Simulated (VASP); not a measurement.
# Si16P (a cell with a defect) in VASP: notebook

One crystal, Si16P (a cell with a defect), is run at these levels: LDA; tasks: single point.

All numbers are computed with VASP 6.6.1; they aren't measurements. Logs are shortened: lines on timing, memory, paths and dates and some standing lists are left out, and cuts for length are marked.

## Step 1: The structure

The cell holds a defect, 17 atoms: a = 7.679 Å, b = 7.679 Å, c = 7.679 Å, α = 60.00°, β = 60.00°, γ = 60.00°.

The cell was built by a generator and needn't be a form met in nature.

## Step 2: Single point, LDA, collinear spin, typed start

File INCAR:

```
SYSTEM = Si16P
PREC = Accurate
ENCUT = 520
EDIFF = 1E-7
ISMEAR = -1
SIGMA = 0.05
LREAL = Auto
LASPH = .True.
NELM = 150
ALGO = Fast
ISIF = 2
LWAVE = .False.
LCHARG = .False.
ISPIN = 2
MAGMOM = 0 0 0 0 0 0 0 0 0 0 0 0 0 0 0 0 1
LORBIT = 11
NBANDS = 52
```

File KPOINTS:

```
regular mesh
0
Gamma
  2 2 2
  0 0 0
```

File POSCAR:

```
Si16P
1.0
    0.0000000000      5.4300000000      5.4300000000
    5.4300000000      0.0000000000      5.4300000000
    5.4300000000      5.4300000000      0.0000000000
Si P
16 1
Direct
   -0.0037904439      0.0034336285     -0.0031405713
    0.1237261561      0.1278813102      0.1242183139
   -0.0036561805      0.0033129736      0.5034365822
    0.1270086728      0.1243357813      0.6243263246
    0.0018581447      0.4997879349     -0.0010429751
    0.1238919073      0.6242471179      0.1243219638
   -0.0035237182      0.4969578221      0.5033128837
    0.1240654183      0.6243703429      0.6271632981
    0.5037870419      0.0043905636     -0.0040447011
    0.6239278564      0.1240483289      0.1279384081
    0.4995709507      0.0000422599      0.5002475503
    0.6239865672      0.1240723913      0.6241414859
    0.5036947370      0.4958878933     -0.0039413814
    0.6298843592      0.6232802714      0.1234638139
    0.5036001807      0.4959990063      0.5043193522
    0.6240450543      0.6276734689      0.6241567775
    0.2561345959      0.7491214051      0.2467581747
```

Potentials or basis: VASP PAW LDA potentials, release 64 (Si, P).

Launch:

```
$ cat potpaw_LDA.64/Si/POTCAR potpaw_LDA.64/P/POTCAR > POTCAR
$ mpirun -np 1 vasp_std > vasp.out
```

OUTCAR:

```text
SYSTEM = Si16P
   PREC = Accurate
   ENCUT = 520
   EDIFF = 1E-7
   ISMEAR = -1
   LREAL = Auto
   LASPH = .True.
   NELM = 150
   ISIF = 2
   ISPIN = 2
   LORBIT = 11

 ion  position               nearest neighbor table
   1  0.996  0.003  0.997-  10 2.33   4 2.34   6 2.38   2 2.38  17 2.77
   2  0.124  0.128  0.124-   5 2.33  17 2.38   3 2.38   1 2.38   9 2.38
   3  0.996  0.003  0.503-  12 2.34   4 2.34   8 2.38   2 2.38  17 2.77
   4  0.127  0.124  0.624-  11 2.34   1 2.34   3 2.34   7 2.34
   5  0.002  0.500  0.999-   8 2.33   6 2.33   2 2.33  14 2.33
   6  0.124  0.624  0.124-   5 2.33   7 2.38   1 2.38  17 2.38  13 2.38
   7  0.996  0.497  0.503-  16 2.34   4 2.34   8 2.38   6 2.38  17 2.78
   8  0.124  0.624  0.627-   5 2.33   7 2.38   3 2.38  15 2.38  17 2.39
   9  0.504  0.004  0.996-  10 2.33  12 2.33   2 2.38  14 2.39  17 2.73
  10  0.624  0.124  0.128-   9 2.33  13 2.33  11 2.33   1 2.33
  11  0.500  0.000  0.500-  10 2.33  12 2.33  16 2.33   4 2.34
  12  0.624  0.124  0.624-   9 2.33  15 2.33  11 2.33   3 2.34
  13  0.504  0.496  0.996-  10 2.33  16 2.33   6 2.38  14 2.39  17 2.74
  14  0.630  0.623  0.123-   5 2.33  17 2.34  15 2.39  13 2.39   9 2.39
  15  0.504  0.496  0.504-  12 2.33  16 2.33   8 2.38  14 2.39  17 2.74
  16  0.624  0.628  0.624-  13 2.33  15 2.33  11 2.33   7 2.34
  17  0.256  0.749  0.247-  14 2.34   2 2.38   6 2.38   8 2.39   9 2.73  13 2.74  15 2.74   1 2.77
                             3 2.77   7 2.78

  LATTYP: Found a face centered cubic cell.
 ALAT       =    10.8600000000

  Lattice vectors:

 A1 = (   0.0000000000,   5.4300000000,   5.4300000000)
 A2 = (   5.4300000000,   0.0000000000,   5.4300000000)
 A3 = (   5.4300000000,   5.4300000000,   0.0000000000)

Analysis of symmetry for initial positions (statically):
=====================================================================
 Subroutine PRICEL returns:
 Original cell was already a primitive cell.

 Routine SETGRP: Setting up the symmetry group for a
 face centered cubic supercell.

 Subroutine GETGRP returns: Found  1 space group operations
 (whereof  1 operations were pure point group operations)
 out of a pool of 48 trial point group operations.

The static configuration has the point symmetry C_1 .

Analysis of symmetry for dynamics (positions and initial velocities):
=====================================================================
 Subroutine PRICEL returns:
 Original cell was already a primitive cell.

 Routine SETGRP: Setting up the symmetry group for a
 face centered cubic supercell.

 Subroutine GETGRP returns: Found  1 space group operations
 (whereof  1 operations were pure point group operations)
 out of a pool of 48 trial point group operations.

The dynamic configuration has the point symmetry C_1 .

Analysis of structural, dynamic, and magnetic symmetry:
=====================================================================
 Subroutine PRICEL returns:
 Original cell was already a primitive cell.

 Routine SETGRP: Setting up the symmetry group for a
 face centered cubic supercell.

 Subroutine GETGRP returns: Found  1 space group operations
 (whereof  1 operations were pure point group operations)
 out of a pool of 48 trial point group operations.

The overall configuration has the point symmetry C_1 .

 Subroutine INISYM returns: Found  1 space group operations
 (whereof  1 operations are pure point group operations),
 and found     1 'primitive' translations

----------------------------------------------------------------------------------------

                                     Primitive cell

  volume of cell :     320.2060

  direct lattice vectors                    reciprocal lattice vectors
     0.000000000  5.430000000  5.430000000    -0.092081031  0.092081031  0.092081031
     5.430000000  0.000000000  5.430000000     0.092081031 -0.092081031  0.092081031
     5.430000000  5.430000000  0.000000000     0.092081031  0.092081031 -0.092081031

  length of vectors
     7.679179644  7.679179644  7.679179644     0.159489025  0.159489025  0.159489025

[... 79 lines left out ...]
   dimension x,y,z NGXF=   120 NGYF=  120 NGZF=  120
   ions per type =              16   1
   NGX,Y,Z   is equivalent  to a cutoff of  12.99, 12.99, 12.99 a.u.
   NGXF,Y,Z  is equivalent  to a cutoff of  25.98, 25.98, 25.98 a.u.
 SYSTEM =  Si16P
   PREC   = accura    normal or accurate (medium, high low for compatibility)
   ISTART =      0    job   : 0-new  1-cont  2-samecut
   ICHARG =      2    charge: 1-file 2-atom 10-const
   ISPIN  =      2    spin polarized calculation?
   LNONCOLLINEAR =      F non collinear calculations
   LSORBIT =      F    spin-orbit coupling
   LASPH  =      T    aspherical Exc in radial PAW
   ENCUT  =  520.0 eV  38.22 Ry    6.18 a.u.  14.28 14.28 14.28*2*pi/ulx,y,z
   NELM   =    150;   NELMIN=  2; NELMDL= -5     # of ELM steps
   EDIFF  = 0.1E-06   stopping-criterion for ELM
   LREAL  =      T    real-space projection
   EDIFFG = 0.1E-05   stopping-criterion for IOM
   NSW    =      0    number of steps for IOM
   IBRION =     -1    ionic relax: 0-MD 1-quasi-New 2-CG
   NFREE  =      0    steps in history (QN), initial steepest desc. (CG)
   ISIF   =      2    stress and relaxation
   ISYM   =      2    0-nonsym 1-usesym 2-fastsym
   POTIM  = 0.5000    time-step for ionic-motion
   TEBEG  =    0.0;   TEEND  =   0.0 temperature during run
   PSTRESS=    0.0 pullay stress
   NELECT =      69.0000    total number of electrons
   NUPDOWN=      -1.0000    fix difference up-down
   EMIN   =  10.00;   EMAX   =-10.00  energy-range for DOS
   EFERMI =   0.00;   METHOD = LEGACY
   ISMEAR =    -1;   SIGMA  =   0.05  broadening in eV -4-tet -1-fermi 0-gaus
   EFERMI_NEDOS =   21; number of points for ismear=-14 and -15
   IALGO  =     68    algorithm
   IMIX   =      4    mixing-type and parameters
     AMIX     =   0.40;   BMIX     =  1.00
     AMIX_MAG =   1.60;   BMIX_MAG =  1.00
  volume/ion in A,a.u.               =      18.84       127.11
  Fermi-wavevector in a.u.,A,eV,Ry     =   0.981480  1.854728 13.106528  0.963303
  Thomas-Fermi vector in A             =   2.112490
   LORBIT       =     11    0 simple, 1 ext, 2 COOP (PROOUT), +10 PAW based schemes
   GGA     = CA    functional components
   LHFCALC =     F    Hartree Fock is set to
   AEXX    =    0.0000 exact exchange contribution
   IVDW    =     0    specifies the selected vdW correction
   LEPSILON=     F    determine dielectric tensor
   LRPA    =     F    only Hartree local field effects (RPA)
 spin polarized calculation
 RMM-DIIS sequential band-by-band and
  energy-cutoff  :      520.00
  volume of cell :      320.21
 maximum number of plane-waves:      8646
 NGX is ok and might be reduce to    60
   NGX = 29   NGY = 29   NGZ = 29

 number of electron      69.0000001 magnetization      -0.0004198

 number of electron      69.0000001 magnetization       0.0000685

 Free energy of the ion-electron system (eV)
  ---------------------------------------------------
  ext. energy  EPLUGINS =         0.00000000
  ---------------------------------------------------
  free energy    TOTEN  =       -97.62345711 eV

  energy without entropy =      -97.58178747  energy(sigma->0) =      -97.60262229

 E-fermi :   6.8759     XC(G=0):  -9.8595

 val. band max:        6.8715013581   @ k =   0.0000   0.0000   0.0000
 cond. band min:       6.8763711913   @ k =   0.0000   0.0000   0.0000
 fundamental gap:      0.0048698332
 Fermi energy:         6.8758945869

 spin component 1

 k-point     1 :       0.0000    0.0000    0.0000
  band No.  band energies     occupation
      1      -7.2135      1.00000
      2      -4.5232      1.00000
      3      -3.7908      1.00000
      4      -3.7797      1.00000
      5      -3.7760      1.00000
      6      -3.0306      1.00000
[... 381 lines left out ...]
     45       9.9254      0.00000
     46       9.9409      0.00000
 Fermi energy:         6.8758945869

 spin component 2

 k-point     1 :       0.0000    0.0000    0.0000
  band No.  band energies     occupation
      1      -7.2134      1.00000
      2      -4.5232      1.00000
      3      -3.7908      1.00000
      4      -3.7797      1.00000
      5      -3.7760      1.00000
      6      -3.0306      1.00000
[... 381 lines left out ...]
     45       9.9254      0.00000
     46       9.9409      0.00000
 [bands above 46 left out]

------------------------ aborting loop because EDIFF is reached ----------------------------------------

  FORCE on cell =-STRESS in cart. coord.  units (eV):
  Direction    XX          YY          ZZ          XY          YZ          ZX
  --------------------------------------------------------------------------------------
  -------------------------------------------------------------------------------------
  Total        3.5996227      3.6043670      3.5935696     -0.1162500      0.0929546     -0.0682295
  in kB       18.0110104     18.0347490     17.9807236     -0.5816663      0.4651059     -0.3413922
  external PRESSURE =      18.0088276 kB  Pullay stress =       0.0000000 kB

 VOLUME and BASIS-vectors are now :
 -----------------------------------------------------------------------------
  energy-cutoff  :      520.00
  volume of cell :      320.21
      direct lattice vectors                 reciprocal lattice vectors
     0.000000000  5.430000000  5.430000000    -0.092081031  0.092081031  0.092081031
     5.430000000  0.000000000  5.430000000     0.092081031 -0.092081031  0.092081031
     5.430000000  5.430000000  0.000000000     0.092081031  0.092081031 -0.092081031

 POSITION                                       TOTAL-FORCE (eV/Angst)
 -----------------------------------------------------------------------------------
      5.43159     10.82236      5.42806         0.001321     -0.000568      0.000606
      1.36890      1.34634      1.36623        -0.013142      0.011148      0.000159
      2.75165      8.14381      5.42814         0.001094     -0.002004      0.002019
      4.06524      4.07975      1.36480         0.008185     -0.007477     -0.008651
      8.13819      5.43443      2.72394         0.005113     -0.002884     -0.007643
      4.06473      1.34780      4.06239         0.004232      0.014723      0.018376
[... 9 lines left out ...]
      6.79744      6.77774      6.79683        -0.005892      0.006432     -0.007708
      5.40763      2.73071      5.45854         0.043620     -0.031041     -0.055916
 -----------------------------------------------------------------------------------
    total drift:                                0.000736     -0.002664     -0.002013

  FREE ENERGIE OF THE ION-ELECTRON SYSTEM (eV)
  ---------------------------------------------------
  free  energy   TOTEN  =       -97.6234571101 eV

  energy  without entropy=      -97.5817874689  energy(sigma->0) =      -97.60262229

 total charge

# of ion       s       p       d       tot
------------------------------------------
    1        0.769   0.921   0.000   1.691
    2        0.756   0.935   0.000   1.691
    3        0.769   0.922   0.000   1.691
    4        0.759   0.955   0.000   1.714
    5        0.819   0.918   0.000   1.737
    6        0.756   0.936   0.000   1.692
[... 9 lines left out ...]
   16        0.759   0.956   0.000   1.715
   17        1.139   1.330   0.000   2.469
--------------------------------------------------
tot         13.386  16.299   0.000  29.685

 magnetization (x)

# of ion       s       p       d       tot
------------------------------------------
    1        0.000  -0.000   0.000   0.000
    2       -0.000  -0.000   0.000  -0.000
    3        0.000  -0.000   0.000   0.000
    4       -0.000  -0.000   0.000  -0.000
    5       -0.000  -0.000   0.000  -0.000
    6        0.000  -0.000   0.000  -0.000
[... 9 lines left out ...]
   16        0.000  -0.000   0.000  -0.000
   17        0.000   0.000   0.000   0.000
--------------------------------------------------
tot          0.000   0.000   0.000   0.000
```

It took 3.4 min on 1 thread of Intel Xeon 6975P-C (Granite Rapids), shared host; peak memory 0.47 GiB.

Results:

- Free energy: -97.6235 eV
- Pressure: 1.8 GPa
- Largest force: 0.077 eV/Å
- Band gap on the k mesh: none (metal or under the smearing width)
- Net moment: 0.00 μB per cell
- Valence electrons inside the program's atomic spheres: Si 1.69, 1.71, 1.74, 1.72; P 2.47

Forces in eV/Å, atoms in the order of the input:
```
Si   0.001 -0.001  0.001
Si  -0.013  0.011  0.000
Si   0.001 -0.002  0.002
Si   0.008 -0.007 -0.009
Si   0.005 -0.003 -0.008
Si   0.004  0.015  0.018
Si  -0.001 -0.001 -0.003
Si  -0.019 -0.010  0.021
Si  -0.006  0.006 -0.004
Si  -0.006 -0.007  0.007
Si   0.002 -0.002 -0.003
Si   0.008  0.007  0.007
Si   0.004  0.007  0.007
Si  -0.017  0.015  0.019
Si  -0.009 -0.004  0.008
Si  -0.006  0.006 -0.008
P    0.044 -0.031 -0.056
```

Caveat: the k mesh is coarse (spacing up to 0.50 Å⁻¹), so the values aren't converged.

## Step 3: Single point, LDA, collinear spin, zero start

File INCAR:

```
SYSTEM = Si16P
PREC = Accurate
ENCUT = 520
EDIFF = 1E-6
ISMEAR = -1
SIGMA = 0.05
LREAL = Auto
LASPH = .TRUE.
NELM = 150
ALGO = Normal
ISIF = 2
LWAVE = .FALSE.
LCHARG = .FALSE.
ISPIN = 2
MAGMOM = 0 0 0 0 0 0 0 0 0 0 0 0 0 0 0 0 0
LORBIT = 11
GGA = CA
NBANDS = 52
```

File KPOINTS:

```
regular mesh
0
G
  2 2 2
  0 0 0
```

File POSCAR:

```
Si16P
1.0
    0.0000000000      5.4300000000      5.4300000000
    5.4300000000      0.0000000000      5.4300000000
    5.4300000000      5.4300000000      0.0000000000
Si P
16 1
Direct
    0.0002117864      0.0027900552     -0.0065837937
    0.1230478821      0.1285543278      0.1243001842
   -0.0000460405      0.0021639042      0.5037661142
    0.1342357274      0.1224125230      0.6214180479
   -0.0082688766      0.5011049724      0.0044567219
    0.1226058932      0.6235635359      0.1239686924
   -0.0002762431      0.4947513812      0.5031675875
    0.1221270718      0.6231767956      0.6313167587
    0.5025046041      0.0078821363     -0.0056721915
    0.6274309392      0.1247605893      0.1235267035
    0.5068508287     -0.0009392265      0.4963351750
    0.6271270718      0.1244567219      0.6234438306
    0.5018416206      0.4959668508     -0.0058379374
    0.6209392265      0.6262615101      0.1264456722
    0.5011786372      0.4957458564      0.5081952118
    0.6268416206      0.6263075506      0.6231583794
    0.2504235727      0.7498158379      0.2499079190
```

Potentials or basis: VASP PAW LDA potentials, release 64 (Si, P).

Launch:

```
$ cat potpaw_LDA.64/Si/POTCAR potpaw_LDA.64/P/POTCAR > POTCAR
$ mpirun -np 1 vasp_std > vasp.out
```

Run time: 2.8 min. Hardware: 1 thread of Intel Xeon 6975P-C (Granite Rapids), shared host; peak memory 0.48 GiB.

The run converged. Its results:

```
Free energy                                           : -97.6154 eV
Pressure                                              : 1.8 GPa
Largest force                                         : 0.113 eV/Å
Band gap on the k mesh                                : none (metal or under the smearing width)
Net moment                                            : 0.00 μB per cell
Valence electrons inside the program's atomic spheres : Si 1.69, 1.72, 1.74, 1.71; P 2.47
```

Forces on the atoms (eV/Å):
```
Si   0.022 -0.015 -0.012
Si  -0.011  0.004  0.024
Si   0.023 -0.021 -0.006
Si   0.007 -0.005 -0.011
Si  -0.038  0.025  0.053
Si  -0.018  0.008  0.022
Si   0.008 -0.016 -0.028
Si  -0.021  0.009  0.028
Si  -0.029  0.035 -0.067
Si   0.015  0.013 -0.016
Si   0.010 -0.007 -0.013
Si  -0.009 -0.014 -0.014
Si   0.056  0.041  0.032
Si  -0.049  0.046  0.051
Si  -0.043 -0.049  0.037
Si   0.013 -0.011  0.004
P    0.064 -0.043 -0.083
```

Levels at points of the mesh, in eV from the Fermi level:
Spin up:
```
           k point  band 30  band 31  band 32  band 33  band 34  band 35  band 36  band 37  band 38  band 39
(0.00, 0.00, 0.00)    -1.75    -1.00    -0.98    -0.91    -0.41    -0.41    -0.40    -0.04     0.00     0.01
(0.50, 0.00, 0.00)    -1.61    -1.60    -1.49    -1.48    -1.13     0.32     0.33     0.81     0.82     1.10
(0.00, 0.50, 0.00)    -1.62    -1.59    -1.50    -1.45    -1.09     0.31     0.35     0.78     0.79     1.13
(0.00, 0.00, 0.50)    -1.62    -1.59    -1.50    -1.46    -1.07     0.31     0.35     0.77     0.78     1.15
(0.50, 0.50, 0.50)    -1.62    -1.59    -1.50    -1.46    -1.08     0.31     0.35     0.77     0.79     1.14
(0.50, 0.50, 0.00)    -2.10    -2.09    -1.89    -1.83    -0.56     0.33     0.43     0.46     0.86     1.81
(0.00, 0.50, 0.50)    -2.10    -2.09    -1.89    -1.83    -0.56     0.33     0.43     0.46     0.86     1.81
(0.50, 0.00, 0.50)    -2.10    -2.09    -1.89    -1.83    -0.56     0.33     0.44     0.45     0.86     1.81
```
Spin down:
| k point | band 31 | band 32 | band 33 | band 34 | band 35 | band 36 | band 37 | band 38 |
| --- | --- | --- | --- | --- | --- | --- | --- | --- |
| (0.00, 0.00, 0.00) | -1.00 | -0.98 | -0.91 | -0.41 | -0.41 | -0.40 | -0.04 | 0.00 |
| (0.50, 0.00, 0.00) | -1.60 | -1.49 | -1.48 | -1.13 | 0.32 | 0.33 | 0.81 | 0.82 |
| (0.00, 0.50, 0.00) | -1.59 | -1.50 | -1.45 | -1.09 | 0.31 | 0.35 | 0.78 | 0.79 |
| (0.00, 0.00, 0.50) | -1.59 | -1.50 | -1.46 | -1.07 | 0.31 | 0.35 | 0.77 | 0.78 |
| (0.50, 0.50, 0.50) | -1.59 | -1.50 | -1.46 | -1.08 | 0.31 | 0.35 | 0.77 | 0.79 |
| (0.50, 0.50, 0.00) | -2.09 | -1.89 | -1.83 | -0.56 | 0.33 | 0.43 | 0.46 | 0.86 |
| (0.00, 0.50, 0.50) | -2.09 | -1.89 | -1.83 | -0.56 | 0.33 | 0.43 | 0.46 | 0.86 |
| (0.50, 0.00, 0.50) | -2.09 | -1.89 | -1.83 | -0.56 | 0.33 | 0.44 | 0.45 | 0.86 |

Caveat: the k mesh is coarse (spacing up to 0.50 Å⁻¹), so the values aren't converged.

(Part 1 of 2 ends here.)
